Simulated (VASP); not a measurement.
# CO on Ti(0001): which site?, part 2 of 8

Which site of Ti(0001) does CO prefer, and what does it do to the work function?

VASP 6.6.1, plane waves and PAW; the level of theory is named at each step.

So far. Step 3 (The bulk reference, job self-consistent run, k-mesh …): The run ends at a pressure of -0.08 GPa.

### Step 4. Relaxing the slab

Level of this step: PBE; plane waves and PAW (Ti) (VASP).

System of this step: Ti(0001). The cell holds 12 atoms: 12 Ti. Its edges and angles: a = 5.850 Å, b = 5.850 Å, c = 19.625 Å, α = 90.0°, β = 90.0°, γ = 60.0°. It derives from Ti. 3 layers of hcp Ti, cut at this functional's lattice. Vacuum lies along c.

The free atoms relax, while those held by selective dynamics keep their cut positions.

INCAR reads:

```
SYSTEM = Ti
PREC = Normal
ENCUT = 440
EDIFF = 1E-05
NELM = 120
ISMEAR = 1
SIGMA = 0.15
LREAL = .FALSE.
ALGO = Fast
GGA = PE
NBANDS = 36
LASPH = .TRUE.
LORBIT = 11
LWAVE = .FALSE.
LCHARG = .FALSE.
KPAR = 4
IBRION = 2
NSW = 40
ISIF = 2
EDIFFG = -0.03
POTIM = 0.4
MAXMIX = 40
IDIPOL = 3
LDIPOL = .TRUE.
DIPOL = 0.5 0.5 0.5
```

POSCAR reads:

```
Ti
1.0
    5.8496603244      0.0000000000      0.0000000000
    2.9248301622      5.0659544444      0.0000000000
    0.0000000000      0.0000000000     19.6246176925
Ti
12
Selective dynamics
Direct
    0.0000000000      0.0000000000      0.3821730500  F F F
    0.5000000000      0.0000000000      0.3821730500  F F F
    0.0000000000      0.5000000000      0.3821730500  F F F
    0.5000000000      0.5000000000      0.3821730500  F F F
    0.8333333300      0.3333333300      0.5000000000  T T T
    0.3333333300      0.3333333300      0.5000000000  T T T
    0.8333333300      0.8333333300      0.5000000000  T T T
    0.3333333300      0.8333333300      0.5000000000  T T T
    0.0000000000      0.0000000000      0.6178269500  T T T
    0.5000000000      0.0000000000      0.6178269500  T T T
    0.0000000000      0.5000000000      0.6178269500  T T T
    0.5000000000      0.5000000000      0.6178269500  T T T
```

KPOINTS reads:

```
Automatic mesh
0
Gamma
6 6 1
0 0 0
```

Potentials, in the order of the species: Ti (PBE family, release 64).

Run with:

```sh
$ mpirun -np 4 vasp_std
```

Log:

```text
[banner, memory and clock lines left out]
running    4 mpi-ranks, on    1 nodes
 distrk:  each k-point on    1 cores,    4 groups
 distr:  one band on    1 cores,    1 groups

 POSCAR found type information on POSCAR Ti
 POSCAR found :  1 types and      12 ions
 LDA part: xc-table for (Slater+PW92), standard interpolation
 POSCAR, INCAR and KPOINTS ok, starting setup
 FFT: planning ... GRIDC
 FFT: planning ... GRID_SOFT
 FFT: planning ... GRID
 WAVECAR not read
 entering main loop
       N       E                     dE             d eps       ncg     rms          rms(c)
DAV:   1     0.203588832287E+03    0.20359E+03   -0.12941E+04   504   0.871E+02
DAV:   2    -0.682854940409E+02   -0.27187E+03   -0.25458E+03   532   0.198E+02
DAV:   3    -0.100820851981E+03   -0.32535E+02   -0.30037E+02   784   0.633E+01
DAV:   4    -0.103167411953E+03   -0.23466E+01   -0.22564E+01   788   0.182E+01
DAV:   5    -0.103279847247E+03   -0.11244E+00   -0.11025E+00   848   0.352E+00    0.363E+01
RMM:   6    -0.111966062334E+03   -0.86862E+01   -0.15661E+02   590   0.552E+01    0.232E+01
RMM:   7    -0.904601732306E+02    0.21506E+02   -0.11052E+02   522   0.610E+01    0.131E+01
RMM:   8    -0.109934039078E+03   -0.19474E+02   -0.57282E+01   616   0.304E+01    0.232E+01
RMM:   9    -0.850526813613E+02    0.24881E+02   -0.13081E+01   521   0.185E+01    0.416E+00
RMM:  10    -0.855579521022E+02   -0.50527E+00   -0.96147E+00   669   0.773E+00    0.221E+00
RMM:  11    -0.856026636329E+02   -0.44712E-01   -0.81320E-01   586   0.368E+00    0.184E+00
RMM:  12    -0.856257851080E+02   -0.23121E-01   -0.73116E-01   675   0.212E+00    0.162E+00
RMM:  13    -0.855835742868E+02    0.42211E-01   -0.18048E-01   632   0.131E+00    0.638E-01
RMM:  14    -0.855821464782E+02    0.14278E-02   -0.92973E-02   579   0.142E+00    0.493E-01
RMM:  15    -0.855792773674E+02    0.28691E-02   -0.20424E-02   619   0.575E-01    0.243E-01
RMM:  16    -0.855794965305E+02   -0.21916E-03   -0.11547E-02   630   0.321E-01    0.605E-02
RMM:  17    -0.855810425980E+02   -0.15461E-02   -0.10343E-02   662   0.239E-01    0.232E-01
RMM:  18    -0.855798739311E+02    0.11687E-02   -0.36905E-03   565   0.274E-01    0.444E-02
RMM:  19    -0.855799432740E+02   -0.69343E-04   -0.20353E-03   675   0.959E-02    0.529E-02
RMM:  20    -0.855800400003E+02   -0.96726E-04   -0.25696E-04   629   0.450E-02    0.462E-02
RMM:  21    -0.855801733745E+02   -0.13337E-03   -0.31326E-04   578   0.724E-02    0.142E-02
RMM:  22    -0.855803825550E+02   -0.20918E-03   -0.63059E-05   471   0.304E-02    0.145E-02
RMM:  23    -0.855805272972E+02   -0.14474E-03   -0.38119E-05   446   0.252E-02    0.114E-02
RMM:  24    -0.855805955451E+02   -0.68248E-04   -0.10634E-05   342   0.209E-02    0.302E-03
RMM:  25    -0.855806313298E+02   -0.35785E-04   -0.29043E-06   324   0.967E-03    0.356E-03
RMM:  26    -0.855806453891E+02   -0.14059E-04   -0.17205E-06   311   0.992E-03    0.314E-03
RMM:  27    -0.855806497300E+02   -0.43408E-05   -0.32747E-07   308   0.955E-03
   1 F= -.85580650E+02 E0= -.85577982E+02  d E =-.855806E+02
 curvature:   0.00 expect dE= 0.000E+00 dE for cont linesearch  0.000E+00
 trial: gam= 0.00000 g(F)=  0.232E-01 g(S)=  0.000E+00 ort = 0.000E+00 (trialstep = 0.100E+01)
 search vector abs. value=  0.232E-01
 bond charge predicted
       N       E                     dE             d eps       ncg     rms          rms(c)
DAV:   1    -0.856042636300E+02   -0.23618E-01   -0.70394E-01   616   0.312E+00    0.262E-01
RMM:   2    -0.856028643508E+02    0.13993E-02   -0.86116E-03   531   0.506E-01    0.228E-01
RMM:   3    -0.856029837730E+02   -0.11942E-03   -0.40747E-03   624   0.166E-01    0.116E-01
RMM:   4    -0.856026268405E+02    0.35693E-03   -0.13482E-03   535   0.173E-01    0.285E-02
RMM:   5    -0.856028356057E+02   -0.20877E-03   -0.11310E-03   606   0.768E-02    0.514E-02
RMM:   6    -0.856027990914E+02    0.36514E-04   -0.22164E-04   515   0.778E-02    0.144E-02
RMM:   7    -0.856028196018E+02   -0.20510E-04   -0.11879E-04   529   0.247E-02    0.496E-03
RMM:   8    -0.856028272697E+02   -0.76678E-05   -0.11648E-05   320   0.138E-02
   2 F= -.85602827E+02 E0= -.85600277E+02  d E =-.221775E-01
[... from here on, the cycles between the ionic steps are left out ...]
   3 F= -.85655852E+02 E0= -.85653490E+02  d E =-.752021E-01
   4 F= -.85683626E+02 E0= -.85680618E+02  d E =-.102976E+00
   5 F= -.85688140E+02 E0= -.85685481E+02  d E =-.107490E+00
   6 F= -.85718830E+02 E0= -.85717529E+02  d E =-.306897E-01
   7 F= -.85758081E+02 E0= -.85759145E+02  d E =-.699413E-01
   8 F= -.85759111E+02 E0= -.85760451E+02  d E =-.709711E-01
   9 F= -.85759193E+02 E0= -.85760482E+02  d E =-.710536E-01
 curvature:  -5.39 expect dE=-0.133E-02 dE for cont linesearch -0.198E-05
 ZBRENT: accuracy reached
 trial: gam= 0.09174 g(F)=  0.246E-03 g(S)=  0.000E+00 ort = 0.888E-04 (trialstep = 0.382E+01)
 search vector abs. value=  0.443E-03
 bond charge predicted
       N       E                     dE             d eps       ncg     rms          rms(c)
DAV:   1    -0.857602565229E+02   -0.10651E-02   -0.19719E-01   516   0.165E+00    0.146E-01
RMM:   2    -0.857597818527E+02    0.47467E-03   -0.10875E-03   517   0.197E-01    0.677E-02
RMM:   3    -0.857597681339E+02    0.13719E-04   -0.63160E-04   639   0.679E-02    0.293E-02
RMM:   4    -0.857597765348E+02   -0.84009E-05   -0.23475E-04   610   0.413E-02    0.156E-02
RMM:   5    -0.857597745893E+02    0.19455E-05   -0.23444E-05   349   0.212E-02
  10 F= -.85759775E+02 E0= -.85761268E+02  d E =-.581160E-03
 trial-energy change:   -0.000581  1 .order   -0.000562   -0.000973   -0.000151
 step:   4.5275(harm=  4.5275)  dis= 0.00000  next Energy=   -85.759769 (dE=-0.576E-03)
 reached required accuracy - stopping structural energy minimisation
```

It took 3.2 min on 4 MPI ranks of AMD EPYC 7R43, shared host; peak memory 1.5 GiB.

OUTCAR, selected parts (step 4):

```text
  LATTYP: Found a hexagonal cell.
 ALAT       =     5.8496603244
 C/A-ratio  =     3.3548302986

 Subroutine GETGRP returns: Found 12 space group operations
 (whereof 12 operations were pure point group operations)

The static configuration has the point symmetry D_3h.

 Found      7 irreducible k-points:

   k-points           NKPTS =      7   k-points in BZ     NKDIM =      7   number of bands    NBANDS=     36

   dimension x,y,z NGX =    30 NGY =   30 NGZ =  108
   dimension x,y,z NGXF=    60 NGYF=   60 NGZF=  216

   ENCUT  =  440.0 eV  32.34 Ry    5.69 a.u.  10.00 10.00 33.56*2*pi/ulx,y,z

   NELECT =      48.0000    total number of electrons

 dipolmoment           0.000000      0.000000      0.000459 electrons x Angstroem

 E-fermi :  -1.6082

 k-point     1 :       0.0000    0.0000    0.0000
  band No.  band energies     occupation
    ...
     16      -2.5583      2.00000
     17      -2.5583      2.00000
     18      -2.5583      2.00000
     19      -1.7106      1.90748
     20      -1.6621      1.56708
     21      -1.5327      0.25612
     22      -1.5327      0.25612
     23      -1.5327      0.25612
     24      -0.9249     -0.00000
     25      -0.9249     -0.00000
    ...

 k-point     2 :       0.1667   -0.0000    0.0000
  band No.  band energies     occupation
    ...
     18      -2.5427      2.00000
     19      -1.7791      2.06841
     20      -1.6286      1.22829
     21      -1.5722      0.60709
     22      -1.5722      0.60708
     23      -1.5511      0.40505
     24      -1.1424     -0.00010
     25      -1.0688     -0.00000
     26      -1.0436     -0.00000
     27      -1.0234     -0.00000
    ...

  Total       -4.1800231     -4.1800231     -0.0792594      0.0000000      0.0000000      0.0000000
  in kB      -11.5158536    -11.5158536     -0.2183575      0.0000000      0.0000000      0.0000000
  external PRESSURE =      -7.7500215 kB  Pullay stress =       0.0000000 kB

  energy-cutoff  :      440.00
  volume of cell :      581.56
      direct lattice vectors                 reciprocal lattice vectors
     5.849660324  0.000000000  0.000000000     0.170950097 -0.098698085  0.000000000
     2.924830162  5.065954444  0.000000000     0.000000000  0.197396169  0.000000000
     0.000000000  0.000000000 19.624617692     0.000000000  0.000000000  0.050956407

 POSITION                                       TOTAL-FORCE (eV/Angst)
 -----------------------------------------------------------------------------------
      0.00000      0.00000      7.50000        -0.000000      0.000000     -0.000298
      2.92483      0.00000      7.50000        -0.000000      0.000000     -0.000298
      1.46242      2.53298      7.50000        -0.000000      0.000000     -0.000298
      4.38725      2.53298      7.50000        -0.000000     -0.000000     -0.000298
      5.84966      1.68865      9.70525         0.000000      0.000000      0.005515
      2.92483      1.68865      9.70525         0.000000     -0.000000      0.005515
      7.31208      4.22163      9.70525         0.000000      0.000000      0.005515
      4.38725      4.22163      9.70525         0.000000      0.000000      0.005515
      0.00000      0.00000     11.91182         0.000000     -0.000000     -0.005217
      2.92483      0.00000     11.91182         0.000000      0.000000     -0.005217
      1.46242      2.53298     11.91182         0.000000     -0.000000     -0.005217
      4.38725      2.53298     11.91182        -0.000000      0.000000     -0.005217
 -----------------------------------------------------------------------------------
    total drift:                               -0.000001     -0.000001      0.012263

  FREE ENERGIE OF THE ION-ELECTRON SYSTEM (eV)
  ---------------------------------------------------
  free  energy   TOTEN  =       -85.7597745893 eV

  energy  without entropy=      -85.7642540590  energy(sigma->0) =      -85.76126775

 vacuum level on the upper side and lower side of the slab         2.569         2.620

 total charge
# of ion       s       p       d       tot
------------------------------------------
    1        0.557   0.428   2.377   3.363
    2        0.557   0.428   2.377   3.363
    3        0.557   0.428   2.377   3.363
    4        0.557   0.428   2.377   3.363
    5        0.571   0.629   2.450   3.650
    6        0.571   0.629   2.450   3.650
    7        0.571   0.629   2.450   3.650
    8        0.571   0.629   2.450   3.650
    9        0.557   0.428   2.378   3.363
   10        0.557   0.428   2.378   3.363
   11        0.557   0.428   2.378   3.363
   12        0.557   0.428   2.378   3.363
--------------------------------------------------
tot          6.741   5.941  28.822  41.504

[... 1 part as in an earlier step ...]

[... 7 further parts left out ...]
```

The run keeps the 6 symmetry operations of its start, so it cannot find a distortion of lower symmetry.

The steps of the relaxation:

```
step  energy less that of the first step (eV)  largest force (eV/Å)
   1                                   0.0000                0.3874
   2                                  -0.0222                0.3528
   3                                  -0.0752                0.2287
   4                                  -0.1030                0.3861
   5                                  -0.1075                0.2961
   6                                  -0.1382                0.2256
   7                                  -0.1774                0.0331
   8                                  -0.1785                0.0391
   9                                  -0.1785                0.0326
  10                                  -0.1791                0.0055
```

The atoms that moved most (Å):

```
atom     dx     dy      dz  length
 Ti9  0.000  0.000  -0.213   0.213
Ti10  0.000  0.000  -0.213   0.213
Ti11  0.000  0.000  -0.213   0.213
Ti12  0.000  0.000  -0.213   0.213
 Ti5  0.000  0.000  -0.107   0.107
 Ti6  0.000  0.000  -0.107   0.107
 Ti7  0.000  0.000  -0.107   0.107
 Ti8  0.000  0.000  -0.107   0.107
```

Final coordinates:

```xyz
12
Lattice="5.8497 0.0000 0.0000 2.9248 5.0660 0.0000 0.0000 0.0000 19.6246" Properties=species:S:1:pos:R:3
Ti    0.0000    0.0000    7.5000
Ti    2.9248    0.0000    7.5000
Ti    1.4624    2.5330    7.5000
Ti    4.3872    2.5330    7.5000
Ti    5.8497    1.6887    9.7053
Ti    2.9248    1.6887    9.7053
Ti    7.3121    4.2216    9.7053
Ti    4.3872    4.2216    9.7053
Ti    0.0000    0.0000   11.9118
Ti    2.9248    0.0000   11.9118
Ti    1.4624    2.5330   11.9118
Ti    4.3872    2.5330   11.9118
```

This step gave:

```yaml
electronic_cycles: 92
electrons: 48
free_energy_toten: -85.7598 eV
energy_at_zero_smearing: -85.7613 eV
fermi_energy: -1.608 eV
dipole_moment: 0, 0, 4.59e-4 e·Å
```

The run ended after 10 ionic steps, 0.179 eV below its first step, once the forces on the free atoms met EDIFFG = -0.03.

[end of part 2 of 8]

[Lines on the potential files, build, host, timing and source positions are cut from VASP's logs without a mark.]

[Logs are printed without paths, hosts, clocks, repeated set-up lines and the standing remarks that a program may print on its own settings, such as how far it seeks lower states.]

[Hosts, paths, dates, database ids (printed as entryN), source tags and the programs' standing remarks are cut or masked in the printed files.]

[Runs that stopped without an error message from VASP are left out.]
